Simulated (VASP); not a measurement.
Data:

```yaml
crystal:
  lattice:
    - [1.57737, -2.73208, 0.00000]
    - [1.57737, 2.73208, 0.00000]
    - [0.00000, 0.00000, 3.45929]
  atoms:
    - { symbol: Zr, position: [0.00000, 0.00000, 0.00000] }
    - { symbol: B, position: [0.33333, 0.66667, 0.50000] }
    - { symbol: B, position: [0.66667, 0.33333, 0.50000] }
```

These are PBEsol GGA, VASP's PBE PAW potentials (set 64) (plane waves; VASP) values and carry that method's errors. Numerical set-up: 600 eV cut-off, 10×10×8 Γ-centred mesh, first-order Methfessel-Paxton smearing of 0.10 eV, potentials Zr_sv B.

**Question.** Give the stress tensor in GPa (positive for a compressed cell).

**Answer.** 
```
1.99  0.00  0.00
0.00  1.99  0.00
0.00  0.00  7.24
```
The pressure is its mean diagonal, 3.74 GPa.

The compound is ZrB2 in the AlB2 type structure. This cell was strained or had an atom moved on purpose.
